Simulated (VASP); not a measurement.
These are AM05 GGA, VASP's PBE PAW potentials (set 64) (plane waves; VASP) values and carry that method's errors.

Input for VASP

**POSCAR**
```
C
1
    0.0000000000     1.7766709515     1.7766709515
    1.7766709515    -0.0000000000     1.7766709515
    1.7766709515     1.7766709515     0.0000000000
C
2
Direct
  0.0000000000   0.0000000000   0.0000000000
  0.2500000000   0.2500000000   0.2500000000
```

**INCAR**
```
LREAL = F   ! projection in real space or not
SYSTEM = C
PREC = Accurate
LWAVE = F
EDIFF = 1E-7
ISMEAR = 0
ALGO = Normal   ! blocked Davidson
ENCUT = 520   ! plane-wave cut-off (eV)
NELM = 100   ! most electronic steps
LCHARG = F
GGA = AM   ! AM05
SIGMA = 0.05   ! width (eV)
LASPH = T
ICHARG = 11   ! fixed density
LORBIT = 11   ! lm-projected
```

KPOINTS:
```
k-points along high-symmetry lines
15
Line-mode
Reciprocal
  0.000000   0.000000   0.000000 ! GAMMA
  0.500000   0.000000   0.500000 ! X

  0.500000   0.000000   0.500000 ! X
  0.625000   0.250000   0.625000 ! U

  0.375000   0.375000   0.750000 ! K
  0.000000   0.000000   0.000000 ! GAMMA

  0.000000   0.000000   0.000000 ! GAMMA
  0.500000   0.500000   0.500000 ! L

  0.500000   0.500000   0.500000 ! L
  0.500000   0.250000   0.750000 ! W

  0.500000   0.250000   0.750000 ! W
  0.500000   0.000000   0.500000 ! X
```

POTCAR, in this order: C (PBE.64 set). Program: vasp_std. Read from the step before: CHGCAR.

What VASP printed:

File OSZICAR:
```
       N       E                     dE             d eps       ncg     rms          rms(c)
DAV:   1     0.175472578773E+01    0.17547E+01   -0.51218E+03  1496   0.989E+02
DAV:   2    -0.161641421127E+02   -0.17919E+02   -0.16257E+02  2232   0.105E+02
DAV:   3    -0.162726084497E+02   -0.10847E+00   -0.10847E+00  1584   0.110E+01
DAV:   4    -0.162727353789E+02   -0.12693E-03   -0.12693E-03  2088   0.383E-01
DAV:   5    -0.162727354744E+02   -0.95525E-07   -0.95522E-07  1576   0.609E-03
DAV:   6    -0.162727354746E+02   -0.22624E-09   -0.22592E-09  2040   0.232E-04
   1 F= -.16272735E+02 E0= -.16272735E+02  d E =-.105281E-11
```

### OUTCAR
```
 val. band max:        9.9050445158   @ k =   0.0000   0.0000   0.0000

 cond. band min:      13.9487278225   @ k =   0.3571   0.0000   0.3571



 k-point     1 :       0.0000    0.0000    0.0000
  band No.  band energies     occupation
      1     -11.7540      2.00000
      2       9.9050      2.00000
      3       9.9050      2.00000
      4       9.9050      2.00000
      5      15.4501      0.00000
      6      15.4501      0.00000
      7      15.4501      0.00000
      8      23.6137      0.00000

 k-point     2 :       0.0357    0.0000    0.0357
  band No.  band energies     occupation
      1     -11.7064      2.00000
      2       9.7025      2.00000
      3       9.7025      2.00000
      4       9.7900      2.00000
      5      15.4118      0.00000
      6      15.6939      0.00000
      7      15.6939      0.00000
      8      23.6451      0.00000

 k-point     3 :       0.0714    0.0000    0.0714
  band No.  band energies     occupation
      1     -11.5636      2.00000
      2       9.1827      2.00000
      3       9.1827      2.00000
      4       9.4545      2.00000
      5      15.3016      0.00000
      6      16.3364      0.00000
      7      16.3364      0.00000
      8      23.6946      0.00000

 k-point     4 :       0.1071    0.0000    0.1071
  band No.  band energies     occupation
      1     -11.3262      2.00000
      2       8.4999      2.00000
      3       8.4999      2.00000
      4       8.9229      2.00000
      5      15.1334      0.00000
      6      17.2213      0.00000
      7      17.2213      0.00000
      8      23.6249      0.00000

 k-point     5 :       0.1429    0.0000    0.1429
  band No.  band energies     occupation
      1     -10.9947      2.00000
      2       7.7617      2.00000
      3       7.7617      2.00000
      4       8.2254      2.00000
      5      14.9267      0.00000
      6      18.2381      0.00000
      7      18.2381      0.00000
      8      23.2339      0.00000
...
```

The density is held fixed in this step, so its total energy and stress have no physical meaning.

The compound is C in the diamond structure. It was relaxed first.
